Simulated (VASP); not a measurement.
Energy against volume of CsBr (CsCl type). Level of theory: SCAN meta-GGA, VASP's PBE PAW potentials (set 64) (plane waves; VASP). Run with 520 eV cut-off, 6×6×6 Γ-centred mesh, Gaussian smearing of 0.050 eV, potentials Cs_sv Br.

```
V (Å³/atom)  E (eV/atom)
-----------  -----------
37.549         -30.57246
38.747         -30.57900
39.946         -30.58107
41.144         -30.57952
```

Fit these four points and predict the energy of the run at 42.342 Å³/atom.

A cubic in V^(−2/3), the third-order Birch-Murnaghan form, passes through the four points with V0 = 39.99 Å³/atom and B0 = 16 GPa, and gives -30.5751 eV/atom there. The run gave -30.5747 eV/atom, +0.3 meV/atom from the fit; all five points give B0 = 16 GPa.

The compound is CsBr in the CsCl type structure. It was relaxed first.
